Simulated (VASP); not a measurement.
Here is the system:

```yaml
crystal:
  lattice:
    - [3.00543, 0.00000, 0.00000]
    - [0.00000, 3.00543, 0.00000]
    - [0.00000, 0.00000, 3.00543]
  atoms:
    - { symbol: Zn, position: [0.50000, 0.50000, 0.50000] }
    - { symbol: Cu, position: [0.00000, 0.00000, 0.00000] }
```

Computed with RPBE GGA, VASP's PBE PAW potentials (set 64) (plane waves; VASP 6.6.1). Numerical set-up: 520 eV cut-off, Gaussian smearing of 0.050 eV, potentials Zn Cu.

Question: Give the energies of bands 4 to 14 at the high-symmetry points, in eV from the Fermi level.

Answer: 
```json
[
 {"band": "4", "Γ": "-7.04", "X": "-7.19", "M": "-7.26", "R": "-6.78"},
 {"band": "5", "Γ": "-7.04", "X": "-6.97", "M": "-6.79", "R": "-6.78"},
 {"band": "6", "Γ": "-7.04", "X": "-5.77", "M": "-4.44", "R": "-4.02"},
 {"band": "7", "Γ": "-3.40", "X": "-5.02", "M": "-3.22", "R": "-4.02"},
 {"band": "8", "Γ": "-3.40", "X": "-3.47", "M": "-2.76", "R": "-4.02"},
 {"band": "9", "Γ": "-2.62", "X": "-3.10", "M": "-2.76", "R": "-2.38"},
 {"band": "10", "Γ": "-2.62", "X": "-3.10", "M": "-2.40", "R": "-2.38"},
 {"band": "11", "Γ": "-2.62", "X": "-2.67", "M": "-1.70", "R": "3.53"},
 {"band": "12", "Γ": "6.06", "X": "-1.94", "M": "-1.70", "R": "4.20"},
 {"band": "13", "Γ": "6.06", "X": "11.24", "M": "1.54", "R": "4.20"},
 {"band": "14", "Γ": "6.06", "X": "11.24", "M": "1.91", "R": "4.20"}
]
```

It has no gap at this level: it comes out as a metal or semimetal.

The compound is CuZn in the CsCl type structure. It was relaxed first, which changed the volume by +6 %. The electron count is odd and the run is not spin-polarised, which forces a metal.
